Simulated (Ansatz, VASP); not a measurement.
**Cross-check of GeF2 (1T-GeF2 monolayer) between VASP and Ansatz**

Aim: how closely do two programs agree when they are given the same cell, functional and k mesh? The cell is taken from a series of runs on this material, whose earlier steps may have relaxed, scaled, displaced or heated it; both programs get it as it stands.

Program: Ansatz 0.2.0. Level of theory: plane waves, with VASP 6.6.1 beside it; single point at PBE with D3(BJ). Results are calculated unless marked as measured.

## Step 1: Starting point

The cell holds 3 atoms: 2 F and 1 Ge. Cell: a = 3.602 Å, b = 3.602 Å, c = 19.983 Å, α = 90.0°, β = 90.0°, γ = 120.0°. Vacuum lies along c.

## Step 2: VASP: single point, PBE with D3(BJ)

With cell and atoms fixed, the geometry can't cause a difference; cores, projectors, grids and the points listed under the comparison can.

Lines of VASP's logs that name or quote its potential files are left out, and so is its time.

INCAR reads:

```
SYSTEM = GeF2
PREC = Accurate
ENCUT = 520
EDIFF = 1E-06
NELM = 120
ISMEAR = -1
SIGMA = 0.02585
LREAL = .FALSE.
ALGO = Normal
GGA = PE
IVDW = 12
NBANDS = 20
LORBIT = 11
LWAVE = .FALSE.
LCHARG = .FALSE.
ISIF = 2
LDIPOL = .TRUE.
IDIPOL = 3
DIPOL = 0.5 0.5 0.5
LVHAR = .TRUE.
LASPH = .TRUE.
GGA_COMPAT = .FALSE.
EFERMI = MIDGAP
NELMDL = -8
```

POSCAR reads:

```
GeF2
1.0
    3.6024054082      0.0000000000      0.0000000000
   -1.8012027041      3.1197745982      0.0000000000
    0.0000000000      0.0000000000     19.9827001239
F Ge
2 1
Direct
    0.6666666667      0.3333333333      0.4503895842
    0.3333333333      0.6666666667      0.5496104158
    0.0000000000      0.0000000000      0.5000000000
```

KPOINTS reads:

```
Automatic mesh
0
Gamma
24 24 1
0 0 0
```

Potentials, in the order of the species: F and Ge_d (PBE family, release 64).

Launch:

```console
> mpirun -np 1 vasp_std
```

Numbers of over 12 decimals in the logs are rounded to 6 here.

Output:

```text
[banner, memory and clock lines left out]
running    1 mpi-ranks, on    1 nodes
 distrk:  each k-point on    1 cores,    1 groups
 distr:  one band on    1 cores,    1 groups

 POSCAR found type information on POSCAR F Ge
 POSCAR found :  2 types and       3 ions
 LDA part: xc-table for (Slater+PW92), standard interpolation
 POSCAR, INCAR and KPOINTS ok, starting setup
 FFT: planning ... GRIDC
 FFT: planning ... GRID_SOFT
 FFT: planning ... GRID
 WAVECAR not read
 entering main loop
       N       E                     dE             d eps       ncg     rms          rms(c)
DAV:   1     0.278315859510E+03    0.27832E+03   -0.12963E+04  2624   0.149E+03
DAV:   2     0.271597163521E+02   -0.25116E+03   -0.24064E+03  3396   0.373E+02
DAV:   3    -0.144614109953E+02   -0.41621E+02   -0.41432E+02  3344   0.153E+02
DAV:   4    -0.155097510529E+02   -0.10483E+01   -0.10460E+01  2944   0.314E+01
DAV:   5    -0.155360914909E+02   -0.26340E-01   -0.26340E-01  3096   0.462E+00
DAV:   6    -0.155366748255E+02   -0.58333E-03   -0.58333E-03  3396   0.601E-01
DAV:   7    -0.155366833803E+02   -0.85548E-05   -0.85548E-05  3252   0.649E-02
DAV:   8    -0.155366837593E+02   -0.37900E-06   -0.37901E-06  2720   0.126E-02    0.773E+00
DAV:   9    -0.137583933202E+02    0.17783E+01   -0.99257E+00  3372   0.323E+01    0.285E+00
DAV:  10    -0.137370022420E+02    0.21391E-01   -0.41975E-01  2560   0.429E+00    0.163E+00
DAV:  11    -0.137222961434E+02    0.14706E-01   -0.10682E-01  2644   0.334E+00    0.316E-01
DAV:  12    -0.137221521984E+02    0.14395E-03   -0.15831E-02  3236   0.121E+00    0.104E-01
DAV:  13    -0.137230884650E+02   -0.93627E-03   -0.13459E-03  2512   0.400E-01    0.335E-02
DAV:  14    -0.137231548937E+02   -0.66429E-04   -0.12007E-04  2956   0.120E-01    0.885E-03
DAV:  15    -0.137231862902E+02   -0.31396E-04   -0.11550E-05  2996   0.305E-02    0.443E-03
DAV:  16    -0.137232140220E+02   -0.27732E-04   -0.23610E-06  2792   0.141E-02    0.120E-03
DAV:  17    -0.137232334004E+02   -0.19378E-04   -0.64692E-07  2556   0.106E-02    0.705E-04
DAV:  18    -0.137232519456E+02   -0.18545E-04   -0.62794E-07  2180   0.466E-03    0.730E-04
DAV:  19    -0.137232567524E+02   -0.48068E-05   -0.33927E-07  2504   0.579E-03    0.268E-04
DAV:  20    -0.137232576371E+02   -0.88471E-06   -0.27780E-08  2284   0.146E-03
   1 F= -.13930400E+02 E0= -.13930400E+02  d E =0.000000E+00
```

Parts of OUTCAR (step 2):

```text
ion  position               nearest neighbor table
   1  0.667  0.333  0.450-   3 2.30   3 2.30   3 2.30
   2  0.333  0.667  0.550-   3 2.30   3 2.30   3 2.30
   3  0.000  0.000  0.500-   1 2.30   2 2.30   2 2.30   1 2.30   1 2.30   2 2.30

  LATTYP: Found a hexagonal cell.
 ALAT       =     3.6024054082
 C/A-ratio  =     5.5470436721

 Subroutine GETGRP returns: Found 12 space group operations
 (whereof 12 operations were pure point group operations)

The static configuration has the point symmetry D_3d.

 Found     61 irreducible k-points:

   k-points           NKPTS =     61   k-points in BZ     NKDIM =     61   number of bands    NBANDS=     20

   dimension x,y,z NGX =    28 NGY =   28 NGZ =  150
   dimension x,y,z NGXF=    56 NGYF=   56 NGZF=  300

   ENCUT  =  520.0 eV  38.22 Ry    6.18 a.u.   6.70  6.70 37.15*2*pi/ulx,y,z

   NELECT =      28.0000    total number of electrons

 k-points in reciprocal lattice and weights: Automatic mesh
   0.00000000  0.00000000  0.00000000       0.002
   0.04166667  0.00000000  0.00000000       0.010
   0.08333333 -0.00000000  0.00000000       0.010
   0.12500000  0.00000000  0.00000000       0.010
   0.16666667  0.00000000  0.00000000       0.010
   0.20833333  0.00000000  0.00000000       0.010
   0.25000000  0.00000000  0.00000000       0.010
   0.29166667  0.00000000  0.00000000       0.010
   0.33333333 -0.00000000  0.00000000       0.010
[...]
0.33333333  0.29166667  0.00000000       0.021
   0.33333333  0.33333333  0.00000000       0.003

 dipolmoment           0.000000      0.000000     -0.000000 electrons x Angstroem

 average (electrostatic) potential at core
       1 -83.5307       2 -83.5307       3 -83.8573

 E-fermi :  -4.0064

 k-point     1 :       0.0000    0.0000    0.0000
  band No.  band energies     occupation
    ...
     10      -8.6714      2.00000
     11      -8.5838      2.00000
     12      -8.5838      2.00000
     13      -7.9675      2.00000
     14      -7.2417      2.00000
     15      -2.6395      0.00000
     16       1.0127      0.00000
     17       1.0127      0.00000
     18       1.2197      0.00000
     19       1.5926      0.00000
    ...

 k-point     2 :       0.0417    0.0000    0.0000
  band No.  band energies     occupation
    ...
     10      -8.7268      2.00000
     11      -8.5519      2.00000
     12      -8.5385      2.00000
     13      -7.9568      2.00000
     14      -7.1986      2.00000
     15      -2.6065      0.00000
     16       0.9076      0.00000
     17       1.0257      0.00000
     18       1.2890      0.00000
     19       1.6182      0.00000
    ...

 k-point     3 :       0.0833   -0.0000    0.0000
  band No.  band energies     occupation
    ...
     10      -8.8181      2.00000
     11      -8.5297      2.00000
     12      -8.4766      2.00000
     13      -7.9312      2.00000
     14      -7.0794      2.00000
     15      -2.5105      0.00000
     16       0.7019      0.00000
     17       1.0636      0.00000
     18       1.4081      0.00000
     19       1.6948      0.00000
    ...

 Edisp (eV)   -0.20714

  Total      -0.00906    -0.00906    -0.07621     0.00000     0.00000     0.00000
  in kB      -0.06465    -0.06465    -0.54367     0.00000     0.00000     0.00000
  external pressure =       -0.22 kB  Pullay stress =        0.00 kB

  energy-cutoff  :      520.00
  volume of cell :      224.58
      direct lattice vectors                 reciprocal lattice vectors
     3.602405408  0.000000000  0.000000000     0.277592299  0.160267989  0.000000000
    -1.801202704  3.119774598  0.000000000     0.000000000  0.320535977  0.000000000
     0.000000000  0.000000000 19.982700124     0.000000000  0.000000000  0.050043287

 POSITION                                       TOTAL-FORCE (eV/Angst)
 -----------------------------------------------------------------------------------
      1.80120      1.03992      9.00000         0.000000      0.000000     -0.009293
     -0.00000      2.07985     10.98270        -0.000000      0.000000      0.009293
      0.00000      0.00000      9.99135        -0.000000      0.000000      0.000000
 -----------------------------------------------------------------------------------
    total drift:                                0.000000     -0.000000     -0.000000

  FREE ENERGIE OF THE ION-ELECTRON SYSTEM (eV)
  ---------------------------------------------------
  free  energy   TOTEN  =       -13.9304001420 eV

  energy  without entropy=      -13.9304001420  energy(sigma->0) =      -13.93040014

 vacuum level on the upper side and lower side of the slab         1.622         1.622

 total charge
# of ion       s       p       d       tot
------------------------------------------
    1        1.745   4.300   0.000   6.045
    2        1.745   4.300   0.000   6.045
    3        1.466   0.385  10.036  11.887
--------------------------------------------------
tot          4.957   8.985  10.036  23.978

[... 3 further parts left out ...]
```

## Step 3: Ansatz: single point, PBE with D3(BJ)

Ansatz runs on its PAW soft_1 files.

The same cell, functional, mesh and smearing now go to Ansatz, which takes its cutoff from its data sets.

input.yaml reads:

```yaml
crystal:
  lattice:
    - [3.6024054082, 0.0, 0.0]
    - [-1.8012027041, 3.1197745982, 0.0]
    - [0.0, 0.0, 19.9827001239]
  atoms:
    - { symbol: F, position: [0.6666666667, 0.3333333333, 0.4503895842] }
    - { symbol: Ge, position: [0.0, 0.0, 0.5] }
    - { symbol: F, position: [0.3333333333, 0.6666666667, 0.5496104158] }
kpoints:
  mp_grid: { grid: [24, 24, 1] }
  band_path:
    path: [[0, 0, 0], [0.5, 0, 0], [0.33333333, 0.33333333, 0], [0, 0, 0]]
    npoints: 16
hamiltonian:
  xc: pbe
  dispersion: d3bj
  pseudopotentials: { kind: paw, azcp: { folder: soft_1 } }
scf:
  occupations: { method: fermi_dirac, width: 0.02585 }
  convergence: { dr2_threshold: 1.0e-10 }
efield:
  axis: 3
  dipole_correction: true
  ramp_position: 0.97
  ramp_width: 0.06
  amplitude: 0
output:
  dos: { projected: true, e_range: [-6, 5] }
  write_potential: true
  write_density: true
  volumetric_format: npy
  elf: true
```

Launch:

```console
> ansatz run input.yaml --threads 2 --pin off --max-ram 3072MiB --backend cpu --events-out ev --progress --plain --runs-dir out
```

Output:

```text
Engine: ansatz 0.2.0, aarch64-unknown-linux-gnu
Pseudopotentials: kind: paw
Pseudopotential: F, paw, valence charge 7, recommended cutoff 420 eV (normal), soft_1/F.paw.azcp
Pseudopotential: Ge, paw, valence charge 14, recommended cutoff 420 eV (normal), soft_1/Ge.paw.azcp
Functional definition: PBE
  parameter kappa = 0.804
  parameter beta = 0.066725
  exchange = pbe_x(kappa = kappa, mu = beta*pi^2/3)
  correlation = pbe_c(beta = beta)
Crystal: 3 atoms, lattice volume = 224.579 Å³
Basis set: ecut = 420 eV, 4315 PW (Γ)
Bands: 18, of which v1, the nominal top of the filled ones, is band 14 counted from 1 (13 counted from 0)
Symmetry: 6 space group operations
k-points: 61 of 576 (time reversal used)
Non-local potential: F, projectors of the file, l = 0: 2, l = 1: 2, l = 2: 1
Non-local potential: Ge, projectors of the file, l = 0: 2, l = 1: 2, l = 2: 3, l = 3: 1
PAW form: soft (Blöchl's): semilocal exchange-correlation on the pseudo side does not see the compensation charge
PAW one-centre angular grid: F, 110 points (default); XC on 64 Gauss nodes
PAW one-centre angular grid: Ge, 590 points (default); XC on 64 Gauss nodes
Initial density: superposition of atomic densities (neutral atoms: chi_scale 0, normalization atom)
Initial wavefunctions: pseudopotential atomic-orbital guess
Functional: x = pbe(κ = 0.804, μ = 0.219515), c = pbe(β = 0.066725)
SCF iter   1: F=—  HF=-5913.721688 eV  |F-HF|=—  |Δ(HF+E_count)|=         —  Δρ=5.17e-2  dr2=6.07e0  ethr=3.10e-3  p=0.000 e·Å  D=6.23e-14 V/Å  ΔV_dip=-0.00 eV  dr2_dipole=2.11e-12  V_vac-E_F(+/−)=6.17/6.17 eV  ⟨swp⟩=6.6  Hψ=5614  notcnv=0
efield: sawtooth ramp at fractional position 0.9700 (set: `efield.ramp_position`, or a place that a band, a saddle search or an elastic batch's reference lends), width 0.0600; the density the first Hamiltonian is built on has a dipole p = 0.000 e·Å; the dipole correction subtracts the counter field D = 6.23e-14 V/Å, which shifts the + side's vacuum level by -0.00 eV against the − side's; the planar-averaged density in the ramp window peaks in size at 9.7e-7 e/Å³
preconditioner: auto → none  [insulator: Δε(μ)=3.884 eV  Ē_g=20.071 eV  σ=0.026 eV  W_gap=1.00  n_scr=12 (ndim 8)  ℏωp=13.1 eV  f_vac=0.760  D(μ)=0.00/eV (n_scr^D=0)  ε∞_Penn≈1.4]
SCF iter   2: F=—  HF=-5912.559725 eV  |F-HF|=—  |Δ(HF+E_count)|=    1.16e0  Δρ=4.57e-2  dr2=2.47e0  ethr=3.10e-3  p=0.000 e·Å  D=9.21e-7 V/Å  ΔV_dip=-0.00 eV  dr2_dipole=6.24e-12  V_vac-E_F(+/−)=5.30/5.30 eV  ⟨swp⟩=3.8  Hψ=2958  notcnv=0
SCF iter   3: F=—  HF=-5911.947685 eV  |F-HF|=—  |Δ(HF+E_count)|=   6.12e-1  Δρ=6.85e-3  dr2=1.01e-1  ethr=3.10e-3  p=0.000 e·Å  D=1.66e-6 V/Å  ΔV_dip=-0.00 eV  dr2_dipole=4.32e-12  V_vac-E_F(+/−)=5.72/5.72 eV  ⟨swp⟩=2.4  Hψ=2403  notcnv=0
SCF iter   4: F=—  HF=-5911.937653 eV  |F-HF|=—  |Δ(HF+E_count)|=   1.00e-2  Δρ=3.43e-3  dr2=2.54e-2  ethr=3.60e-4  p=-0.000 e·Å  D=-3.06e-6 V/Å  ΔV_dip=0.00 eV  dr2_dipole=7.12e-10  V_vac-E_F(+/−)=5.59/5.59 eV  ⟨swp⟩=3.0  Hψ=2415  notcnv=0
SCF iter   5: F=—  HF=-5911.931169 eV  |F-HF|=—  |Δ(HF+E_count)|=   6.48e-3  Δρ=1.31e-3  dr2=3.75e-3  ethr=9.09e-5  p=-0.000 e·Å  D=-1.71e-5 V/Å  ΔV_dip=0.00 eV  dr2_dipole=6.57e-9  V_vac-E_F(+/−)=5.59/5.59 eV  ⟨swp⟩=3.0  Hψ=2191  notcnv=0
SCF iter   6: F=—  HF=-5911.930190 eV  |F-HF|=—  |Δ(HF+E_count)|=   9.79e-4  Δρ=3.38e-4  dr2=2.82e-4  ethr=1.34e-5  p=0.000 e·Å  D=9.86e-5 V/Å  ΔV_dip=-0.00 eV  dr2_dipole=1.93e-7  V_vac-E_F(+/−)=5.60/5.61 eV  ⟨swp⟩=2.1  Hψ=1696  notcnv=0
SCF iter   7: F=—  HF=-5911.930131 eV  |F-HF|=—  |Δ(HF+E_count)|=   5.95e-5  Δρ=1.07e-4  dr2=3.03e-5  ethr=1.01e-6  p=-0.000 e·Å  D=-2.57e-4 V/Å  ΔV_dip=0.01 eV  dr2_dipole=1.22e-6  V_vac-E_F(+/−)=5.60/5.60 eV  ⟨swp⟩=2.0  Hψ=1371  notcnv=0
SCF iter   8: F=—  HF=-5911.930125 eV  |F-HF|=—  |Δ(HF+E_count)|=   5.76e-6  Δρ=1.35e-5  dr2=1.52e-7  ethr=1.08e-7  p=-0.000 e·Å  D=-3.48e-6 V/Å  ΔV_dip=0.00 eV  dr2_dipole=5.05e-10  V_vac-E_F(+/−)=5.60/5.60 eV  ⟨swp⟩=2.0  Hψ=1344  notcnv=0
SCF iter   9: F=—  HF=-5911.930152 eV  |F-HF|=—  |Δ(HF+E_count)|=   2.67e-5  Δρ=3.10e-6  dr2=1.61e-8  ethr=5.42e-10  p=-0.000 e·Å  D=-2.95e-6 V/Å  ΔV_dip=0.00 eV  dr2_dipole=3.59e-11  V_vac-E_F(+/−)=5.60/5.60 eV  ⟨swp⟩=2.4  Hψ=1988  notcnv=0
SCF iter  10: F=—  HF=-5911.930152 eV  |F-HF|=—  |Δ(HF+E_count)|=   9.39e-9  Δρ=8.24e-7  dr2=1.38e-9  ethr=5.76e-11  p=0.000 e·Å  D=4.27e-6 V/Å  ΔV_dip=-0.00 eV  dr2_dipole=1.03e-10  V_vac-E_F(+/−)=5.60/5.60 eV  ⟨swp⟩=2.0  Hψ=1525  notcnv=0
SCF iter  11: F=-5911.930152 eV  HF=-5911.930152 eV  |F-HF|=5.46e-12  |Δ(HF+E_count)|=  6.00e-11  Δρ=2.62e-7  dr2=6.99e-11  ethr=1.00e-12  p=-0.000 e·Å  D=-5.81e-7 V/Å  ΔV_dip=0.00 eV  dr2_dipole=1.53e-12  V_vac-E_F(+/−)=5.60/5.60 eV  ⟨swp⟩=1.5  Hψ=3124  notcnv=0
SCF 1 converged in 11 iterations: F = -5911.930152 eV  dr2 = 6.99e-11
  greatest PAW one-centre occupation: 0.999 electrons in one spin orbital (limit 2), on the Ge atom at site 1 (counted from 0), in its partial waves of l = 2
NSCF: frozen V_eff on 49 k-points
efield: sawtooth ramp at fractional position 0.9700 (kept from the solve that this one continues, or follows in the run), width 0.0600; the density the first Hamiltonian is built on has a dipole p = -0.000 e·Å; the dipole correction subtracts the counter field D = -5.81e-7 V/Å, which shifts the + side's vacuum level by +0.00 eV against the − side's; the planar-averaged density in the ramp window peaks in size at 1.4e-6 e/Å³
WARN: The output density's exchange-correlation potential varies sharply where the density is thin. Do not read a vacuum level from v_tot or v_xc, or from such a field of the output density. On a cell that repeats whose density bears no net charge and no dipole along the vacuum's axis use v_es (v_loc + v_h of the components); under efield.dipole_correction with no amplitude use v_es + v_field, which holds any externa [...]
SCF converged after 11 iterations
Free energy (F): -5911.930152 eV
Harris-Foulkes:  -5911.930152 eV  (|F-HF|=5.46e-12)
Internal energy: -5911.930152 eV  (E = F + TS)
E sigma→0 (E₀):  -5911.930152 eV
Fermi energy:    -3.395092 eV
Dipole field:    D = 0.000001 V/Å  (p = 0.000001 e·Å, saw-weighted, corrected)
Work function:   Φ+ = 5.5999 eV   Φ− = 5.6000 eV
Levels:          The Fermi level and band energies are counted from a zero that moves with the ramp; work functions are not
--- Per-component energies (eV) ---
  E_band       = -507.043352
  E_kinetic    = 482.278708
  E_local      = -18730.832988  (includes V_loc(G=0)·N_el)
  E_nonlocal   = 382.695586
  E_hartree    = 9018.095420
  E_xc         = -225.554983
  E_vxc        = -261.647903  (∫ρ·V_xc dr)
  E_paw        = -2410.961961  (= ΣΔE_a)
  E_vpaw       = -415.728964  (= ΣTr[D̂ρ^β])
  E_aug_tail   = 0.001422  (compensation charges beyond the density's cutoff)
  E_efield     = 0.000000  (sawtooth field / dipole correction)
  E_vefield    = 0.000000  (∫n·V_field dr)
  E_ewald      = 5572.555799
  E_disp       = -0.207157  (pairwise vdW)
  E_smearing   = -0.000000  (= −TS)
  E_closure    = -0.000000  (closes the sum)
  Σ components = -5911.930152   (vs F -5911.930152, Δ=0.00e0)
--- Band table (eV; the first three rows and the last of 61) ---
  k-point 0: bands = [... 10 lower, -7.9977, -7.9977, -7.3843, -6.6495, -2.0445, 1.6109, 1.6109, 1.7763]
  k-point 1: bands = [... 10 lower, -7.9658, -7.9523, -7.3736, -6.6064, -2.0115, 1.5018, 1.6239, 1.8491]
  k-point 2: bands = [... 10 lower, -7.9439, -7.8905, -7.3482, -6.4872, -1.9155, 1.2966, 1.6617, 1.9668]
  k-point 60: bands = [... 10 lower, -8.4079, -7.3840, -7.3840, -4.7830, 0.3398, 0.8810, 0.8810, 5.7332]
```

## Step 4: Comparison

Known differences besides the potentials themselves: the cutoff is 420 eV in Ansatz and 520 eV in VASP. Total energies have different zeros and are not compared.

Both answers:

| quantity | Ansatz | VASP | difference |
| --- | --- | --- | --- |
| gap on the k mesh (eV) | 2.738 | 2.734 | +0.005 |

A gap on the mesh is an upper bound, since the band edges may lie between its points. With vacuum in the cell, a pressure given here is an average over mostly empty space and none of the material.

## Step 5: Results

```yaml
difference_in_gap_on_the_k_mesh_single_point_pbe_with_d3_bj: 0.0047 eV
```

**Reading.** The difference in gap on the k mesh is 0.0047 eV (single point, PBE with D3(BJ)), within the 0.08 eV picked in this series as the mark of a large difference. Such differences can come from data sets, numerical settings and the points named under the comparisons, not from the functional's error against experiment.

[Lines on the potential files, build, host, timing and source positions are cut from VASP's logs without a mark.]

[Logs are printed without paths, hosts, clocks, repeated set-up lines and the standing remarks that a program may print on its own settings, such as how far it seeks lower states.]

[Hosts, paths, dates, database ids (printed as entryN), source tags and the programs' standing remarks are cut or masked in the printed files.]
